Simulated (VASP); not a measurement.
Given:

```xyz
2
Lattice="2.9401 0.0000 0.0000 -1.4701 2.5462 0.0000 0.0000 0.0000 2.8892" Properties=species:S:1:pos:R:3 pbc="T T T"
Ta     0.0000     0.0000     1.4446
N      1.4701     0.8487     2.8892
```

The numbers are results of r2SCAN meta-GGA, VASP's PBE PAW potentials (set 64) (plane waves; VASP 6.6.1), not measurements. Settings: 520 eV cut-off, 16×16×14 Γ-centred mesh, tetrahedra with Blöchl corrections, potentials Ta_pv N.

Q: Give the energies of bands 5 to 11 at the high-symmetry points, in eV from the Fermi level.

A: 
```
band      Γ      M      K      A      L      H
----  -----  -----  -----  -----  -----  -----
5     -4.80  -8.59  -7.83  -9.70  -7.61  -8.45
6     -4.80  -5.45  -5.96  -3.94  -6.44  -6.83
7     -4.38  -3.59  -5.42  -3.94  -5.91  -4.16
8     -3.15  -3.39   0.04  -0.08  -0.53  -0.54
9      2.48   3.20   1.24  -0.08   4.45   4.71
10     3.73   4.15   1.61   2.35   5.46   5.10
11     3.73   5.44   2.70   3.62   6.07   6.94
```

It has no gap at this level: it comes out as a metal or semimetal.

The structure comes from a computed database's TaN entry (P-6m2); how it stands against other phases isn't given here. It was relaxed first.
